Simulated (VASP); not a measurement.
Input:

```xyz
2
Lattice="0.0000 2.4021 2.4021 2.4021 0.0000 2.4021 2.4021 2.4021 0.0000" Properties=species:S:1:pos:R:3 pbc="T T T"
Li     0.0000     0.0000     0.0000
Cl     2.4021     2.4021     2.4021
```

Computed with LDA (Ceperley-Alder, Perdew-Zunger), VASP's LDA PAW potentials (set 64) (plane waves; VASP 6.6.1). Settings: 620 eV cut-off, 9×9×9 Γ-centred mesh, Gaussian smearing of 0.050 eV, potentials Li_sv Cl.

Estimate the energy per atom (σ→0), pressure.

```yaml
energy per atom (σ→0): -4.027 eV/atom
pressure: 49.0 kbar
```

Total energies compare only between runs with the same potentials, cut-off and functional.

The compound is LiCl in the rock salt structure. It was relaxed first under an external pressure of 5 GPa.
